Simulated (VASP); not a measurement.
# SbC2 with r2SCAN: from relaxation to properties, part 7 of 7

What structure does SbC2 take at this level, and what are its properties? The cell is invented: it takes the structure of a Materials Project entry for LuC2 (space group 139 there), with some of its atoms replaced by other elements, volume scaled by an estimate. It may not be a known or stable phase.

VASP 6.6.1, plane waves and PAW; the level of theory is named at each step.

Still holding for the runs below: This run has no spin polarisation. Its electron count is odd, so without a moment it is a metal by construction.

So far. Step 12 (Volume scan with r2SCAN (run 2)): The pressure falls from 6.73 to 4.32 GPa. Step 12 (Volume scan with r2SCAN (run 2)): The run ends at a pressure of 4.32 GPa, with forces up to 1.1 eV/Å.

### Step 13. Volume scan with r2SCAN (run 3)

Level of this step: r2SCAN; plane waves and PAW (Sb, C); invented cell (VASP).

Contents of INCAR:

```
SYSTEM = SbC2
PREC = Accurate
ENCUT = 520
EDIFF = 1E-06
NELM = 100
ISMEAR = -1
SIGMA = 0.05
LREAL = .FALSE.
ALGO = Normal
METAGGA = R2SCAN
LASPH = .TRUE.
NBANDS = 12
LORBIT = 11
LWAVE = .FALSE.
LCHARG = .FALSE.
ISIF = 2
```

Contents of POSCAR:

```
SbC2
1.0
   -2.0654636167      2.0654636167      3.0431026680
    2.0654636167     -2.0654636167      3.0431026680
    2.0654636167      2.0654636167     -3.0431026680
Sb C
1 2
Direct
    0.0000000000      0.0000000000      0.0000000000
    0.6042858710      0.6042858710      0.0000000000
    0.3957141290      0.3957141290      0.0000000000
```

Contents of KPOINTS:

```
Automatic mesh
0
Gamma
8 8 8
0 0 0
```

The projector-augmented-wave data sets are Sb and C (PBE family, release 64).

Started as:

```sh
$ mpirun -np 1 vasp_std
```

Output:

```text
[... set-up lines as in an earlier step ...]
 entering main loop
       N       E                     dE             d eps       ncg     rms          rms(c)
DAV:   1     0.189959163285E+02    0.18996E+02   -0.53100E+03  1416   0.875E+02
DAV:   2    -0.405528863922E+02   -0.59549E+02   -0.56070E+02  1892   0.167E+02
DAV:   3    -0.453564877232E+02   -0.48036E+01   -0.46898E+01  1700   0.495E+01
DAV:   4    -0.454337822412E+02   -0.77295E-01   -0.77166E-01  1568   0.744E+00
[...]
DAV:  11    -0.400236845092E+02   -0.56000E-05   -0.65995E-05  1596   0.633E-02    0.177E-02
DAV:  12    -0.400236856431E+02   -0.11339E-05   -0.13794E-05  1552   0.299E-02    0.454E-03
DAV:  13    -0.400236862289E+02   -0.58579E-06   -0.18313E-06  1120   0.123E-02
   1 F= -.40023686E+02 E0= -.40018571E+02  d E =-.102310E-01
```

Run time: 37 s. Hardware: 1 MPI rank of Intel Xeon 6975P-C (Granite Rapids), shared host; peak memory 0.2 GiB.

OUTCAR, selected parts (step 13):

```text
  Total        0.3108903      0.3108903      1.4049651      0.0000000      0.0000000      0.0000000
  in kB        9.5919311      9.5919311     43.3475369      0.0000000      0.0000000      0.0000000
  external PRESSURE =      20.8437997 kB  Pullay stress =       0.0000000 kB

 POSITION                                       TOTAL-FORCE (eV/Angst)
 -----------------------------------------------------------------------------------
      0.00000      0.00000      0.00000        -0.000000     -0.000000     -0.000000
      0.00000      0.00000      3.67781        -0.000000     -0.000000      0.536942
      0.00000      0.00000      2.40840         0.000000      0.000000     -0.536942
 -----------------------------------------------------------------------------------
    total drift:                               -0.000000     -0.000000      0.000000

  FREE ENERGIE OF THE ION-ELECTRON SYSTEM (eV)
  ---------------------------------------------------
  free  energy   TOTEN  =       -40.0236862289 eV

  energy  without entropy=      -40.0134552732  energy(sigma->0) =      -40.01857075

[... 1 part as in an earlier step ...]

[... 2 further parts left out ...]
[key lines of the parts left out:]
E-fermi :   5.8911
```

The pressure falls from 4.32 to 2.08 GPa.

The run ends at a pressure of 2.08 GPa, with forces up to 0.54 eV/Å.

### Step 14. Volume scan with r2SCAN (run 4)

INCAR is that of step 13.

Contents of POSCAR:

```
SbC2
1.0
   -2.0794198753      2.0794198753      3.0636647962
    2.0794198753     -2.0794198753      3.0636647962
    2.0794198753      2.0794198753     -3.0636647962
Sb C
1 2
Direct
    0.0000000000      0.0000000000      0.0000000000
    0.6042858710      0.6042858710      0.0000000000
    0.3957141290      0.3957141290      0.0000000000
```

KPOINTS is that of step 13.

Started as:

```sh
$ mpirun -np 1 vasp_std
```

Output:

```text
[... set-up lines as in an earlier step ...]
 entering main loop
       N       E                     dE             d eps       ncg     rms          rms(c)
[... 13 cycles as in an earlier step ...]
   1 F= -.40030849E+02 E0= -.40025811E+02  d E =-.100752E-01
```

Wall time 37 s (1 MPI rank); peak memory 0.2 GiB.

OUTCAR, selected parts (step 14):

```text
[... 6 parts as in an earlier step ...]

[... 1 further part left out ...]
[key lines of the parts left out:]
E-fermi :   5.6629
```

The pressure falls from 2.08 to 0.04 GPa.

The run ends at a pressure of 0.04 GPa, with forces up to 0.0043 eV/Å.

### Step 15. Volume scan with r2SCAN (run 5)

INCAR is that of step 14.

Contents of POSCAR:

```
SbC2
1.0
   -2.0931912692      2.0931912692      3.0839545583
    2.0931912692     -2.0931912692      3.0839545583
    2.0931912692      2.0931912692     -3.0839545583
Sb C
1 2
Direct
    0.0000000000      0.0000000000      0.0000000000
    0.6042858710      0.6042858710      0.0000000000
    0.3957141290      0.3957141290      0.0000000000
```

KPOINTS is that of step 14.

Started as:

```sh
$ mpirun -np 1 vasp_std
```

Output:

```text
[... set-up lines as in an earlier step ...]
 entering main loop
       N       E                     dE             d eps       ncg     rms          rms(c)
DAV:   1     0.171159568297E+02    0.17116E+02   -0.51611E+03  1416   0.862E+02
DAV:   2    -0.404472617410E+02   -0.57563E+02   -0.54476E+02  1864   0.168E+02
DAV:   3    -0.452673578942E+02   -0.48201E+01   -0.47044E+01  1700   0.493E+01
DAV:   4    -0.453455556485E+02   -0.78198E-01   -0.78035E-01  1588   0.750E+00
[...]
DAV:  11    -0.400250789667E+02   -0.10969E-04   -0.65274E-05  1604   0.626E-02    0.179E-02
DAV:  12    -0.400250800647E+02   -0.10980E-05   -0.14411E-05  1512   0.307E-02    0.447E-03
DAV:  13    -0.400250807105E+02   -0.64585E-06   -0.20401E-06  1284   0.128E-02
   1 F= -.40025081E+02 E0= -.40020086E+02  d E =-.998842E-02
```

Wall time 37 s (1 MPI rank); peak memory 0.2 GiB.

OUTCAR, selected parts (step 15):

```text
  Total       -0.2731443     -0.2731443     -1.3059995      0.0000000      0.0000000      0.0000000
  in kB       -8.0968671     -8.0968671    -38.7139773      0.0000000      0.0000000      0.0000000
  external PRESSURE =     -18.3025705 kB  Pullay stress =       0.0000000 kB

 POSITION                                       TOTAL-FORCE (eV/Angst)
 -----------------------------------------------------------------------------------
      0.00000      0.00000      0.00000        -0.000000     -0.000000      0.000000
      0.00000      0.00000      3.72718         0.000000      0.000000     -0.501545
      0.00000      0.00000      2.44073        -0.000000     -0.000000      0.501545
 -----------------------------------------------------------------------------------
    total drift:                               -0.000000     -0.000000     -0.000000

  FREE ENERGIE OF THE ION-ELECTRON SYSTEM (eV)
  ---------------------------------------------------
  free  energy   TOTEN  =       -40.0250807105 eV

  energy  without entropy=      -40.0150922879  energy(sigma->0) =      -40.02008650

[... 1 part as in an earlier step ...]

[... 2 further parts left out ...]
[key lines of the parts left out:]
E-fermi :   5.4391
```

The pressure falls from 0.04 to -1.83 GPa.

The run ends at a pressure of -1.83 GPa, with forces up to 0.50 eV/Å.

### Step 16. Volume scan with r2SCAN (run 6)

INCAR is that of step 15.

Contents of POSCAR:

```
SbC2
1.0
   -2.1067838012      2.1067838012      3.1039807984
    2.1067838012     -2.1067838012      3.1039807984
    2.1067838012      2.1067838012     -3.1039807984
Sb C
1 2
Direct
    0.0000000000      0.0000000000      0.0000000000
    0.6042858710      0.6042858710      0.0000000000
    0.3957141290      0.3957141290      0.0000000000
```

KPOINTS is that of step 15.

Started as:

```sh
$ mpirun -np 1 vasp_std
```

Output:

```text
[... set-up lines as in an earlier step ...]
 entering main loop
       N       E                     dE             d eps       ncg     rms          rms(c)
DAV:   1     0.191864510310E+02    0.19186E+02   -0.52570E+03  1432   0.867E+02
DAV:   2    -0.401241581904E+02   -0.59311E+02   -0.55835E+02  1852   0.167E+02
DAV:   3    -0.452080383270E+02   -0.50839E+01   -0.49809E+01  1724   0.506E+01
DAV:   4    -0.452889117375E+02   -0.80873E-01   -0.80631E-01  1580   0.747E+00
[...]
DAV:  11    -0.400074226637E+02   -0.13582E-04   -0.64325E-05  1584   0.620E-02    0.178E-02
DAV:  12    -0.400074240035E+02   -0.13398E-05   -0.14522E-05  1544   0.309E-02    0.444E-03
DAV:  13    -0.400074246772E+02   -0.67368E-06   -0.21052E-06  1304   0.130E-02
   1 F= -.40007425E+02 E0= -.40002406E+02  d E =-.100367E-01
```

Elapsed: 38 s, on 1 MPI rank; peak memory 0.2 GiB.

From OUTCAR (step 16):

```text
  Total       -0.5560723     -0.5560723     -2.5414623      0.0000000      0.0000000      0.0000000
  in kB      -16.1667565    -16.1667565    -73.8882358      0.0000000      0.0000000      0.0000000
  external PRESSURE =     -35.4072496 kB  Pullay stress =       0.0000000 kB

 POSITION                                       TOTAL-FORCE (eV/Angst)
 -----------------------------------------------------------------------------------
      0.00000      0.00000      0.00000        -0.000000     -0.000000      0.000000
      0.00000      0.00000      3.75138         0.000000      0.000000     -0.962173
      0.00000      0.00000      2.45658        -0.000000     -0.000000      0.962173
 -----------------------------------------------------------------------------------
    total drift:                               -0.000000     -0.000000      0.000000

  FREE ENERGIE OF THE ION-ELECTRON SYSTEM (eV)
  ---------------------------------------------------
  free  energy   TOTEN  =       -40.0074246772 eV

  energy  without entropy=      -39.9973879570  energy(sigma->0) =      -40.00240632

[... 1 part as in an earlier step ...]

[... 2 further parts left out ...]
[key lines of the parts left out:]
E-fermi :   5.2209
```

The pressure falls from -1.83 to -3.54 GPa.

The run ends at a pressure of -3.54 GPa, with forces up to 0.96 eV/Å.

### Step 17. Volume scan with r2SCAN (run 7)

A prediction first. A parabola through the 6 pressures of evenly scaled cells so far, P = 0.04 -97.9 t +165 t² GPa with t = ln(V/V₁) and V₁ the volume at scale 1, gives -5.10 GPa at t = +0.0583.

INCAR is that of step 16.

Contents of POSCAR:

```
SbC2
1.0
   -2.1202031681      2.1202031681      3.1237519098
    2.1202031681     -2.1202031681      3.1237519098
    2.1202031681      2.1202031681     -3.1237519098
Sb C
1 2
Direct
    0.0000000000      0.0000000000      0.0000000000
    0.6042858710      0.6042858710      0.0000000000
    0.3957141290      0.3957141290      0.0000000000
```

KPOINTS is that of step 16.

Started as:

```sh
$ mpirun -np 1 vasp_std
```

Output:

```text
[... set-up lines as in an earlier step ...]
 entering main loop
       N       E                     dE             d eps       ncg     rms          rms(c)
DAV:   1     0.169967721198E+02    0.16997E+02   -0.51543E+03  1416   0.858E+02
DAV:   2    -0.402184630403E+02   -0.57215E+02   -0.54089E+02  1844   0.164E+02
DAV:   3    -0.451416534714E+02   -0.49232E+01   -0.48084E+01  1700   0.488E+01
DAV:   4    -0.452250644510E+02   -0.83411E-01   -0.83158E-01  1592   0.756E+00
[...]
DAV:  11    -0.399789854832E+02   -0.15874E-04   -0.63172E-05  1632   0.614E-02    0.177E-02
DAV:  12    -0.399789869125E+02   -0.14293E-05   -0.14416E-05  1520   0.307E-02    0.448E-03
DAV:  13    -0.399789876117E+02   -0.69925E-06   -0.21909E-06  1344   0.133E-02
   1 F= -.39978988E+02 E0= -.39973901E+02  d E =-.101725E-01
```

The job ended after 37 s (1 MPI rank; peak memory 0.21 GiB).

From OUTCAR (step 17):

```text
  Total       -0.8243502     -0.8243502     -3.7070281      0.0000000      0.0000000      0.0000000
  in kB      -23.5142356    -23.5142356   -105.7413796      0.0000000      0.0000000      0.0000000
  external PRESSURE =     -50.9232836 kB  Pullay stress =       0.0000000 kB

 POSITION                                       TOTAL-FORCE (eV/Angst)
 -----------------------------------------------------------------------------------
      0.00000      0.00000      0.00000         0.000000      0.000000      0.000000
      0.00000      0.00000      3.77528        -0.000000     -0.000000     -1.392570
      0.00000      0.00000      2.47223         0.000000      0.000000      1.392570
 -----------------------------------------------------------------------------------
    total drift:                               -0.000000     -0.000000     -0.000000

  FREE ENERGIE OF THE ION-ELECTRON SYSTEM (eV)
  ---------------------------------------------------
  free  energy   TOTEN  =       -39.9789876117 eV

  energy  without entropy=      -39.9688151500  energy(sigma->0) =      -39.97390138

[... 1 part as in an earlier step ...]

[... 2 further parts left out ...]
[key lines of the parts left out:]
E-fermi :   5.0090
```

The pressure falls from -3.54 to -5.09 GPa. The parabola predicted -5.10 GPa, -0.01 GPa off.

### Step 18. The series together

Times are for 1 MPI rank of Intel Xeon 6975P-C (Granite Rapids), shared host. Results by setting:

| no. | volume scale | energy above the lowest point (meV/atom) | pressure (GPa) | time | memory (GiB) |
| --- | --- | --- | --- | --- | --- |
| 1 | 0.94 | 21.95 | 6.731 | 37 s | 0.2 |
| 2 | 0.96 | 9.57 | 4.318 | 37 s | 0.2 |
| 3 | 0.98 | 2.41 | 2.084 | 37 s | 0.2 |
| 4 | 1 | 0 | 0.04428 | 37 s | 0.2 |
| 5 | 1.02 | 1.91 | -1.830 | 37 s | 0.2 |
| 6 | 1.04 | 7.8 | -3.541 | 38 s | 0.2 |
| 7 | 1.06 | 17.3 | -5.092 | 37 s | 0.21 |

### Step 19. Fit for r2SCAN

This step: Birch-Murnaghan fit, r2SCAN; plane waves and PAW; invented cell (VASP 6.6.1).

This step runs nothing: it gathers the runs above.

This step gave:

- pressure derivative of the bulk modulus: 3.528
- r.m.s. error of the fit: 4.07e-6 eV/atom
- minimum inside the sampled range: yes
- bulk modulus: 97.99 GPa
- equilibrium volume of the fit: 17.68 Å³/atom

Table of energy above the fitted minimum by volume:

| volume (Å³/atom) | energy above the fitted minimum (eV/atom) |
| --- | --- |
| 16.603 | 0.0220 |
| 16.956 | 0.00958 |
| 17.310 | 0.00242 |
| 17.663 | 9.1e-6 |
| 18.016 | 0.00192 |
| 18.369 | 0.00781 |
| 18.723 | 0.0173 |

The fitted volume lies +0.08 % from the relaxed one. The atoms bear forces along the scan, since they were held; freeing them would lower the modulus.

### Step 20. Summary of results

| Property | Result |
| --- | --- |
| relaxed volume | 17.66 Å³/atom |
| relaxed conventional cell a, b, c | 4.159, 4.159, 6.127 Å |
| space group after relaxing, within 0.02 Å | I4/mmm (No. 139) |
| band gap | none, a metal |
| DOS at the Fermi level | 1.70 states/eV/cell |
| highest zone-centre mode | 1778 cm⁻¹ |
| imaginary zone-centre modes | 3, down to 316i cm⁻¹ |
| band gap (TB-mBJ) | none, a metal |
| band gap (HSE06) | none, a metal |
| bulk modulus from the fit | 98.0 GPa |
| volume from the fit | 17.7 Å³/atom |

What this shows: With r2SCAN, SbC2 relaxes to 17.66 Å³/atom in space group I4/mmm (held by the symmetry of the run), comes out as a metal and has a bulk modulus of 98.0 GPa at fixed shape and positions, an upper bound. Bands along the symmetry lines (r2SCAN): Of the bands kept, 2 cross the Fermi level on this path. Zone-centre phonons (r2SCAN): The highest mode in this list at Γ, 1778.1 cm⁻¹, is mostly motion of C (100 % of the kinetic energy). 3 modes are imaginary, down to 316.4i cm⁻¹: the energy falls along them. Band structure (TB-mBJ): Of the bands kept, 2 cross the Fermi level on this path. Bands along the symmetry lines (HSE06): Of the bands kept, 2 cross the Fermi level on this path. The other levels ran on the cell relaxed with r2SCAN, and without spin-orbit coupling unless named. Spin-orbit coupling is left out, and with elements this heavy it would split and shift bands near the Fermi level. With an odd electron count and no spin the cell is a metal by construction. Imaginary modes at Γ mean that the cell would distort to a lower symmetry. No search among competing phases was made. All values are for a static lattice at zero temperature.

[Lines on the potential files, build, host, timing and source positions are cut from VASP's logs without a mark.]

[Logs are printed without paths, hosts, clocks, repeated set-up lines and the standing remarks that a program may print on its own settings, such as how far it seeks lower states.]

[Hosts, paths, dates, database ids (printed as entryN), source tags and the programs' standing remarks are cut or masked in the printed files.]

[A measured line is paired with the nearest computed mode of its activity, which favours agreement.]
